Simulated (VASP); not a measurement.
## BaTiO₃ (space group Amm2): computed properties

Level of theory: r2SCAN+rVV10, VASP's PBE PAW potentials (set 64) (plane waves; VASP).

For BaTiO3, the space group is Amm2 (38), the cell is a = 3.978 Å, b = 5.704 Å, c = 5.727 Å, α = β = γ = 90.00° and the volume per atom is 12.99 Å^3/atom. The band gap (over mesh and band path) is 2.51 eV, the smallest direct gap (over mesh and band path) is 2.92 eV and the band-edge character is indirect, T to Γ. The density is 5.96 g/cm³.

```cif
data_Ba2O6Ti2
_chemical_formula_sum 'Ba2 Ti2 O6'
_space_group_name_H-M_alt 'Amm2'
_space_group_IT_number 38
_space_group_name_Hall 'A 2 -2'
_cell_length_a 3.97761
_cell_length_b 5.70374
_cell_length_c 5.72682
_cell_angle_alpha 90.000
_cell_angle_beta 90.000
_cell_angle_gamma 90.000
loop_
_atom_site_label
_atom_site_type_symbol
_atom_site_symmetry_multiplicity
_atom_site_Wyckoff_symbol
_atom_site_fract_x
_atom_site_fract_y
_atom_site_fract_z
_atom_site_occupancy
Ba1 Ba 2 a 0.00000 0.00000 0.00784 1
Ti1 Ti 2 b 0.50000 0.50000 0.02187 1
O1 O 2 a 0.00000 0.00000 0.49332 1
O2 O 4 e 0.50000 0.25558 0.23992 1
```
(The calculation used a cell of 5 atoms; values per cell refer to that cell.)

Unless said otherwise, spin-orbit coupling is left out, though it shifts the bands of the heavy elements here.

The structure comes from a measured BaTiO3 entry (Amm2) of the Crystallography Open Database, whose conditions weren't checked. It was relaxed first. Symmetry was kept, so distortions that lower it aren't found.
